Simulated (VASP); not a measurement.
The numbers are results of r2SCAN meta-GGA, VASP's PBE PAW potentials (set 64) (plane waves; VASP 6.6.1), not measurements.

A VASP calculation is set up with these files.

### KPOINTS
```
Automatic mesh
0
Gamma
10 10 10
0 0 0
```

File KPOINTS_OPT:
```
k-points along high-symmetry lines
10
Line-mode
Reciprocal
  0.000000   0.000000   0.000000 ! GAMMA
  0.500000   0.000000   0.500000 ! X

  0.500000   0.000000   0.500000 ! X
  0.625000   0.250000   0.625000 ! U

  0.375000   0.375000   0.750000 ! K
  0.000000   0.000000   0.000000 ! GAMMA

  0.000000   0.000000   0.000000 ! GAMMA
  0.500000   0.500000   0.500000 ! L

  0.500000   0.500000   0.500000 ! L
  0.500000   0.250000   0.750000 ! W

  0.500000   0.250000   0.750000 ! W
  0.500000   0.000000   0.500000 ! X
```

### INCAR
```
! general
SYSTEM =Ge2Pd
PREC   =Accurate
ENCUT  =400
LREAL  =.False.
LASPH  =.True.

! electronic loop
EDIFF  =1E-7
NELM   =100
ALGO   =Normal
LMAXMIX=4
LMIXTAU=.True.

! smearing
ISMEAR =-5

! functional
METAGGA=R2SCAN

! ions
ISIF   =2

! output
LWAVE  =.False.
LCHARG =.False.
LORBIT =11
NEDOS  =601

! other
LEFG   =.True.
```

### POSCAR
```
Ge2Pd
1
    0.0000000000     2.9974417228     2.9974417228
    2.9974417228     0.0000000000     2.9974417228
    2.9974417228     2.9974417228    -0.0000000000
Pd Ge
1 2
Direct
  0.0000000000   0.0000000000   0.0000000000
  0.2500000000   0.2500000000   0.2500000000
  0.7500000000   0.7500000000   0.7500000000
```

POTCAR, in this order: Pd Ge_d (PBE.64 set). Program: vasp_std.

Q: What does the run give for the energy per atom (σ→0), band gap (over mesh and band path)?

A: 
```json
{
 "energy per atom (σ→0)": "-1643.5 kJ/mol of atoms",
 "band gap (over mesh and band path)": "none (metal, semimetal or under 0.01 eV)"
}
```

**OSZICAR**
```
...
DAV:  18    -0.510999962153E+02   -0.31570E-05   -0.50133E-07  1975   0.864E-03    0.229E-04
DAV:  19    -0.510999960331E+02    0.18216E-06   -0.25412E-08  1431   0.207E-03    0.183E-04
DAV:  20    -0.510999958974E+02    0.13570E-06   -0.29450E-09  1193   0.631E-04    0.890E-05
DAV:  21    -0.510999957848E+02    0.11260E-06   -0.91311E-10  1221   0.337E-04    0.349E-05
DAV:  22    -0.510999958056E+02   -0.20813E-07   -0.21419E-10  1158   0.153E-04
   1 F= -.51099996E+02 E0= -.51099996E+02  d E =0.000000E+00
       N       E                     dE             ncg
       N       E                     dE             ncg
```

The structure was generated: Ge2Pd was put into the fluorite type (Fm-3m), which need not be its known phase. It was relaxed first, which changed the volume by -5 %.
